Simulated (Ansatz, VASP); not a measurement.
**Two plane-wave programs on SiAu3**

The input INCAR:

```
PREC = Accurate ; ENCUT = 520
EDIFF = 1E-7 ; ISMEAR = -1
SIGMA = 0.05 ; LREAL = False
LASPH = True ; NELM = 80
ALGO = Normal ; ISIF = 2
LWAVE = False ; LCHARG = False
GGA = PE ; NBANDS = 26
```

Contents of KPOINTS:

```
regular mesh
0
Gamma
  7 7 7
```

POSCAR

```
SiAu3
1.0
    0.0000000000      3.2186593833      3.2186593833
    3.2186593833      0.0000000000      3.2186593833
    3.2186593833      3.2186593833      0.0000000000
Au Si
3 1
Direct
    0.5000000000      0.5000000000      0.5000000000
    0.7500000000      0.7500000000      0.7500000000
    0.2500000000      0.2500000000      0.2500000000
    0.0000000000      0.0000000000      0.0000000000
```

File input.yaml:

```yaml
crystal:
  lattice:
    - [0.0, 3.2186593833, 3.2186593833]
    - [3.2186593833, 0.0, 3.2186593833]
    - [3.2186593833, 3.2186593833, 0.0]
  atoms:
    - { symbol: Au, position: [0.5, 0.5, 0.5] }
    - { symbol: Au, position: [0.75, 0.75, 0.75] }
    - { symbol: Au, position: [0.25, 0.25, 0.25] }
    - { symbol: Si, position: [0.0, 0.0, 0.0] }
hamiltonian:
  xc: pbe
  pseudopotentials: { kind: paw }
kpoints:
  mp_grid: { grid: [7, 7, 7] }
scf:
  occupations: { method: fermi_dirac, width: 0.05 }
output:
  forces: true
  stress: true
  eigenvalues: true
```

Change from the starting cell: volume scaled by 0.94.

Alike in both runs: task single point; functional PBE; k mesh 7 × 7 × 7; occupations fermi-dirac, width 0.05 eV; no spin polarisation.

|  | VASP | Ansatz |
| --- | --- | --- |
| version | VASP 6.6.1 | Ansatz 0.2.0 |
| potentials or method | VASP PAW PBE potentials, release 64 (Au, Si) | Ansatz PAW |
| plane-wave cutoff (eV) | 520 | 420 |
| valence electrons in the cell | 37 | 61 |

Ansatz gave:

| Quantity | Value |
| --- | --- |
| gap on the k mesh at the Fermi level (eV) | none |
| pressure (GPa) | 7.7 |

**Question.** What did VASP give for the same quantities?

**Answer.** gap on the k mesh at the Fermi level (eV): none; pressure (GPa): 7.4.

A gap of «none» marks a metal or a gap that the smearing closes. With one functional, cell and mesh, what is left measures potentials, basis and numerics. The two sets of potentials don't hold the same shells in valence.

Spin-orbit coupling is left out, which matters for the levels of Au.
